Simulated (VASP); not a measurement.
```
CELL_PARAMETERS angstrom
      0.00000     3.04653     3.04653
      3.04653     0.00000     3.04653
      3.04653     3.04653     0.00000
ATOMIC_POSITIONS crystal
  Ge 0.00000 0.00000 0.00000
  S  0.25000 0.25000 0.25000
```

Level of theory: PBE GGA, VASP's PBE PAW potentials (set 64) (plane waves; VASP 6.6.1). Numerical set-up: 400 eV cut-off, 8×8×8 Γ-centred mesh, tetrahedra with Blöchl corrections, potentials Ge_d S.

What does the run give for the energy per atom (σ→0), band gap (on the k-mesh) with the smallest direct gap where there is one?

```yaml
band gap (on the k-mesh): 0.04 eV
smallest direct gap (on the k-mesh): 0.91 eV
energy per atom (σ→0): -4.277 eV/atom
```

Only differences to runs with the same potentials and settings are physical.

The structure was generated: GeS was put into the zinc blende type (F-43m), which need not be its known phase. It was relaxed first, which changed the volume by +61 %.
